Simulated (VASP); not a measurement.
Computed with r2SCAN meta-GGA, VASP's PBE PAW potentials (set 64) (plane waves; VASP).

VASP input:

File KPOINTS:
```
Automatic mesh
0
Gamma
11 11 3
0 0 0
```

### INCAR
```
ALGO=Normal
EDIFF=1E-7
ENCUT=400
ISIF=2
ISMEAR=-5
LASPH=.True.
LCHARG=.False.
LMAXMIX=6
LMIXTAU=.True.
LORBIT=11
LREAL=.False.
LWAVE=.False.
METAGGA=R2SCAN
NEDOS=601
NELM=100
PREC=Accurate
SYSTEM=Nd
```

File KPOINTS_OPT:
```
k-points along high-symmetry lines
6
Line-mode
Reciprocal
  0.000000   0.000000   0.000000 ! GAMMA
  0.500000   0.000000   0.000000 ! M

  0.500000   0.000000   0.000000 ! M
  0.333333   0.333333   0.000000 ! K

  0.333333   0.333333   0.000000 ! K
  0.000000   0.000000   0.000000 ! GAMMA

  0.000000   0.000000   0.000000 ! GAMMA
  0.000000   0.000000   0.500000 ! A

  0.000000   0.000000   0.500000 ! A
  0.500000   0.000000   0.500000 ! L

  0.500000   0.000000   0.500000 ! L
  0.333333   0.333333   0.500000 ! H

  0.333333   0.333333   0.500000 ! H
  0.000000   0.000000   0.500000 ! A

  0.500000   0.000000   0.500000 ! L
  0.500000   0.000000   0.000000 ! M

  0.333333   0.333333   0.500000 ! H
  0.333333   0.333333   0.000000 ! K
```

File POSCAR:
```
Nd
1.0
  3.7166929752   0.0000000000   0.0000000000
 -1.8583464876   3.2187497252   0.0000000000
  0.0000000000   0.0000000000  11.8885473960
Nd
4
Cart
  0.0000000000   0.0000000000   0.0000000000
  0.0000000000   0.0000000000   5.9442736980
 -0.0000018583   2.1458342230   2.9721368490
  1.8583483459   1.0729155022   8.9164105470
```

POTCAR, in this order: Nd_3 (PBE.64 set). Program: vasp_std.

The 4f electrons are frozen in the core of the lanthanide potential, so 4f levels, which can set the real gap, and their magnetism are missing.

Problem. Predict the energy per atom (σ→0), band gap (over mesh and band path).

Solution. 
```yaml
energy per atom (σ→0): -29.415 eV/atom
band gap (over mesh and band path): none (metal, semimetal or under 0.01 eV)
```

### OSZICAR
```
...
DAV:  32    -0.117660318833E+03   -0.58911E-05   -0.11665E-05  1716   0.239E-02    0.833E-03
DAV:  33    -0.117660322840E+03   -0.40070E-05   -0.78045E-06  1880   0.185E-02    0.621E-03
DAV:  34    -0.117660323564E+03   -0.72383E-06   -0.19522E-06  1732   0.999E-03    0.288E-03
DAV:  35    -0.117660322605E+03    0.95861E-06   -0.20798E-07  1332   0.337E-03    0.186E-03
DAV:  36    -0.117660322571E+03    0.34654E-07   -0.20429E-07  1210   0.320E-03
   1 F= -.11766032E+03 E0= -.11766032E+03  d E =0.000000E+00
       N       E                     dE             ncg
       N       E                     dE             ncg
```

The structure was generated: Nd was put into the dhcp type (P6_3/mmc), which need not be its known phase. It was relaxed first.
